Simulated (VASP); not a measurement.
# ScCo (Pm-3m) in VASP: single point with LDA

Aim: the single point of ScCo with LDA.

Program: VASP 6.6.1. These are calculated values, not measurements. Logs are shortened: lines on timing, memory, paths and dates and some standing lists are left out, and cuts for length are marked.

### 1 Starting point

It takes space group Pm-3m (No. 221, cubic). The conventional cell has a = 3.114 Å, b = 3.114 Å, c = 3.114 Å, α = 90.00°, β = 90.00°, γ = 90.00°. Co (site symmetry m-3m) has 8 Sc at 2.70 Å as nearest neighbours. Sc (site symmetry m-3m) is surrounded by 8 Co at 2.70 Å.

### 2 Single point, LDA, non-collinear spin, typed start, spin-orbit coupling

Contents of INCAR:

```
PREC = Accurate
ENCUT = 520
EDIFF = 1E-7
ISMEAR = -1
SIGMA = 0.1
LREAL = F
LASPH = T
NELM = 150
ALGO = Normal
ISIF = 2
LWAVE = F
LCHARG = F
MAGMOM = 0 0 3 0 0 0
LORBIT = 11
LSORBIT = T
GGA_COMPAT = F
LORBMOM = T
LMAXMIX = 4
GGA = CA
NBANDS = 32
```

Contents of KPOINTS:

```
regular mesh
0
Gamma
  8 8 8
```

Contents of POSCAR:

```
ScCo
1.0
    3.1144010100      0.0000000000      0.0000000000
    0.0000000000      3.1144010100      0.0000000000
    0.0000000000      0.0000000000      3.1144010100
Co Sc
1 1
Direct
    0.0000000000      0.0000000000      0.0000000000
    0.5000000000      0.5000000000      0.5000000000
```

Potentials or basis: VASP PAW LDA potentials, release 64 (Co, Sc_sv).

Started as:

```bash
$ cat potpaw_LDA.64/Co/POTCAR potpaw_LDA.64/Sc_sv/POTCAR > POTCAR
$ mpirun -np 1 vasp_ncl > vasp.out
```

OUTCAR:

```text
PREC = Accurate
   ENCUT = 520
   EDIFF = 1E-7
   ISMEAR = -1
   LREAL = F
   LASPH = T
   NELM = 150
   ISIF = 2
   LORBIT = 11
   LSORBIT = T
   GGA = CA

 ion  position               nearest neighbor table
   1  0.000  0.000  0.000-   2 2.70   2 2.70   2 2.70   2 2.70   2 2.70   2 2.70   2 2.70   2 2.70

   2  0.500  0.500  0.500-   1 2.70   1 2.70   1 2.70   1 2.70   1 2.70   1 2.70   1 2.70   1 2.70

  LATTYP: Found a simple cubic cell.
 ALAT       =     3.1144010100

  Lattice vectors:

 A1 = (   3.1144010100,   0.0000000000,   0.0000000000)
 A2 = (   0.0000000000,   3.1144010100,   0.0000000000)
 A3 = (   0.0000000000,   0.0000000000,   3.1144010100)

Analysis of symmetry for initial positions (statically):
=====================================================================
 Subroutine PRICEL returns:
 Original cell was already a primitive cell.

 Routine SETGRP: Setting up the symmetry group for a
 simple cubic supercell.

 Subroutine GETGRP returns: Found 48 space group operations
 (whereof 48 operations were pure point group operations)
 out of a pool of 48 trial point group operations.

The static configuration has the point symmetry O_h .

Analysis of symmetry for dynamics (positions and initial velocities):
=====================================================================
 Subroutine PRICEL returns:
 Original cell was already a primitive cell.

 Routine SETGRP: Setting up the symmetry group for a
 simple cubic supercell.

 Subroutine GETGRP returns: Found 48 space group operations
 (whereof 48 operations were pure point group operations)
 out of a pool of 48 trial point group operations.

The dynamic configuration has the point symmetry O_h .

Analysis of structural, dynamic, and magnetic symmetry:
=====================================================================
 Subroutine PRICEL returns:
 Original cell was already a primitive cell.

 Routine SETGRP: Setting up the symmetry group for a
 simple cubic supercell.

 Subroutine GETGRP returns: Found  8 space group operations
 (whereof  8 operations were pure point group operations)
 out of a pool of 48 trial point group operations.

The overall configuration has the point symmetry C_4h.

 Subroutine INISYM returns: Found  8 space group operations
 (whereof  8 operations are pure point group operations),
 and found     1 'primitive' translations

----------------------------------------------------------------------------------------

                                     Primitive cell

  volume of cell :      30.2081

  direct lattice vectors                    reciprocal lattice vectors
     3.114401010  0.000000000  0.000000000     0.321089030  0.000000000  0.000000000
     0.000000000  3.114401010  0.000000000     0.000000000  0.321089030  0.000000000
     0.000000000  0.000000000  3.114401010     0.000000000  0.000000000  0.321089030

  length of vectors
     3.114401010  3.114401010  3.114401010     0.321089030  0.321089030  0.321089030

  position of ions in fractional coordinates (direct lattice)
     0.000000000  0.000000000  0.000000000
     0.500000000  0.500000000  0.500000000

  ion indices of the primitive-cell ions
   primitive index   ion index
                 1           1
                 2           2

----------------------------------------------------------------------------------------

 KPOINTS: regular mesh

Automatic generation of k-mesh.
 Grid dimensions read from file:
 generate k-points for:    8    8    8

 Generating k-lattice:

  Cartesian coordinates                     Fractional coordinates (reciprocal lattice)
     0.040136129  0.000000000  0.000000000     0.125000000  0.000000000  0.000000000
     0.000000000  0.040136129  0.000000000     0.000000000  0.125000000  0.000000000
     0.000000000  0.000000000  0.040136129     0.000000000  0.000000000  0.125000000

  Length of vectors
     0.040136129  0.040136129  0.040136129
[... 88 lines left out ...]
 NGX is ok and might be reduce to    24
   NGX = 11   NGY = 11   NGZ = 11

 number of electron      19.9999995 magnetization      -0.0000000     -0.0000000      0.0629826

 number of electron      19.9999995 magnetization      -0.0000000      0.0000000      0.0125827

 number of electron      19.9999995 magnetization       0.0000000      0.0000000      0.0125482

 Free energy of the ion-electron system (eV)
  ---------------------------------------------------
  ext. energy  EPLUGINS =         0.00000000
  ---------------------------------------------------
  free energy    TOTEN  =       -15.66242215 eV

  energy without entropy =      -15.61811271  energy(sigma->0) =      -15.64026743

 E-fermi :   6.4760     XC(G=0): -12.1461

 val. band max:        6.4353302499   @ k =   0.5000   0.5000   0.2500
 cond. band min:       6.4999408265   @ k =   0.2500   0.5000   0.3750
 fundamental gap:      0.0646105766
 Fermi energy:         6.4759837897

 k-point     1 :       0.0000    0.0000    0.0000
  band No.  band energies     occupation
      1     -41.6955      1.00000
      2     -41.6913      1.00000
      3     -20.8634      1.00000
      4     -20.8620      1.00000
      5     -20.3547      1.00000
      6     -20.3533      1.00000
[... 829 lines left out ...]
     31      13.0554      0.00000
     32      13.0571      0.00000

 [... further k-points ...]
[... 5 lines left out ...]
  --------------------------------------------------------------------------------------
  -------------------------------------------------------------------------------------
  Total       -1.7734109     -1.7734109     -1.7734014     -0.0000000      0.0000000      0.0000000
  in kB      -94.0581328    -94.0581328    -94.0576294     -0.0000005      0.0000000      0.0000000
  external PRESSURE =     -94.0579650 kB  Pullay stress =       0.0000000 kB

 VOLUME and BASIS-vectors are now :
 -----------------------------------------------------------------------------
  energy-cutoff  :      520.00
  volume of cell :       30.21
      direct lattice vectors                 reciprocal lattice vectors
     3.114401010  0.000000000  0.000000000     0.321089030  0.000000000  0.000000000
     0.000000000  3.114401010  0.000000000     0.000000000  0.321089030  0.000000000
     0.000000000  0.000000000  3.114401010     0.000000000  0.000000000  0.321089030

 POSITION                                       TOTAL-FORCE (eV/Angst)
 -----------------------------------------------------------------------------------
      0.00000      0.00000      0.00000         0.000000      0.000000      0.000000
      1.55720      1.55720      1.55720         0.000000      0.000000      0.000000
 -----------------------------------------------------------------------------------
    total drift:                                0.000000     -0.000000     -0.000000

  FREE ENERGIE OF THE ION-ELECTRON SYSTEM (eV)
  ---------------------------------------------------
  free  energy   TOTEN  =       -15.6624221490 eV

  energy  without entropy=      -15.6181127103  energy(sigma->0) =      -15.64026743

 orbital moment (x)

 # of ion     p       d       tot
 ----------------------------------------
  1         0.000   0.000   0.000
  2         0.000   0.000   0.000
 ----------------------------------------
            0.000   0.000   0.000

 orbital moment (y)

 # of ion     p       d       tot
 ----------------------------------------
  1         0.000   0.000   0.000
  2         0.000  -0.000  -0.000
 ----------------------------------------
            0.000   0.000   0.000

 orbital moment (z)

 # of ion     p       d       tot
 ----------------------------------------
  1         0.000   0.001   0.001
  2         0.000   0.000   0.000
 ----------------------------------------
            0.000   0.001   0.001

 Spin-Orbit-Coupling matrix elements

 Ion:    1  E_soc:     -0.0175747
 l=   1
     0.0000000    -0.0002484    -0.0002484
    -0.0002484     0.0000000    -0.0002484
    -0.0002484    -0.0002484     0.0000000
 l=   2
     0.0000000    -0.0002836     0.0000000    -0.0002836    -0.0023972
    -0.0002836     0.0000000    -0.0017979    -0.0002836    -0.0005993
     0.0000000    -0.0017979     0.0000000    -0.0017979     0.0000000
    -0.0002836    -0.0002836    -0.0017979     0.0000000    -0.0005993
    -0.0023972    -0.0005993     0.0000000    -0.0005993     0.0000000
 l=   3
     0.0000000     0.0000000     0.0000000     0.0000000     0.0000000     0.0000000     0.0000000
     0.0000000     0.0000000     0.0000000     0.0000000     0.0000000     0.0000000     0.0000000
     0.0000000     0.0000000     0.0000000     0.0000000     0.0000000     0.0000000     0.0000000
     0.0000000     0.0000000     0.0000000     0.0000000     0.0000000     0.0000000     0.0000000
     0.0000000     0.0000000     0.0000000     0.0000000     0.0000000     0.0000000     0.0000000
     0.0000000     0.0000000     0.0000000     0.0000000     0.0000000     0.0000000     0.0000000
     0.0000000     0.0000000     0.0000000     0.0000000     0.0000000     0.0000000     0.0000000

 Ion:    2  E_soc:     -0.0082507
 l=   1
     0.0000000    -0.0013196    -0.0013195
    -0.0013196     0.0000000    -0.0013196
    -0.0013195    -0.0013196     0.0000000
 l=   2
     0.0000000    -0.0000207     0.0000000    -0.0000207    -0.0000349
    -0.0000207     0.0000000    -0.0000261    -0.0000207    -0.0000087
     0.0000000    -0.0000261     0.0000000    -0.0000261     0.0000000
    -0.0000207    -0.0000207    -0.0000261     0.0000000    -0.0000087
    -0.0000349    -0.0000087     0.0000000    -0.0000087     0.0000000
 l=   3
     0.0000000     0.0000000     0.0000000     0.0000000     0.0000000     0.0000000     0.0000000
     0.0000000     0.0000000     0.0000000     0.0000000     0.0000000     0.0000000     0.0000000
     0.0000000     0.0000000     0.0000000     0.0000000     0.0000000     0.0000000     0.0000000
     0.0000000     0.0000000     0.0000000     0.0000000     0.0000000     0.0000000     0.0000000
     0.0000000     0.0000000     0.0000000     0.0000000     0.0000000     0.0000000     0.0000000
     0.0000000     0.0000000     0.0000000     0.0000000     0.0000000     0.0000000     0.0000000
     0.0000000     0.0000000     0.0000000     0.0000000     0.0000000     0.0000000     0.0000000

 total charge

# of ion       s       p       d       tot
------------------------------------------
    1        0.495   0.331   7.401   8.226
    2        2.292   6.188   1.148   9.628
--------------------------------------------------
tot          2.787   6.519   8.549  17.855

 magnetization (x)

# of ion       s       p       d       tot
------------------------------------------
    1       -0.000   0.000   0.000   0.000
    2       -0.000   0.000  -0.000  -0.000
--------------------------------------------------
tot         -0.000   0.000   0.000   0.000

 magnetization (y)

# of ion       s       p       d       tot
------------------------------------------
    1        0.000   0.000  -0.000  -0.000
    2        0.000   0.000   0.000   0.000
--------------------------------------------------
tot          0.000   0.000  -0.000  -0.000

 magnetization (z)

# of ion       s       p       d       tot
------------------------------------------
    1        0.001  -0.001   0.021   0.021
    2       -0.000  -0.001  -0.005  -0.005
--------------------------------------------------
tot          0.000  -0.001   0.017   0.015
```

Run time: 2.3 min. Hardware: 1 thread of Intel Xeon Platinum 8488C (Sapphire Rapids), shared host; peak memory 0.26 GiB.

Results:

```
Free energy                                           : -15.6624 eV
Pressure                                              : -9.4 GPa
Net moment                                            : 0.01 μB per cell
Valence electrons inside the program's atomic spheres : Co 8.23; Sc 9.63
```

Moments on the atoms (μB; x, y, z):
```
Co   0.00  0.00  0.02
Sc   0.00  0.00 -0.01
```

Caveat: the starting moments collapsed, and a magnetic state may lie lower.
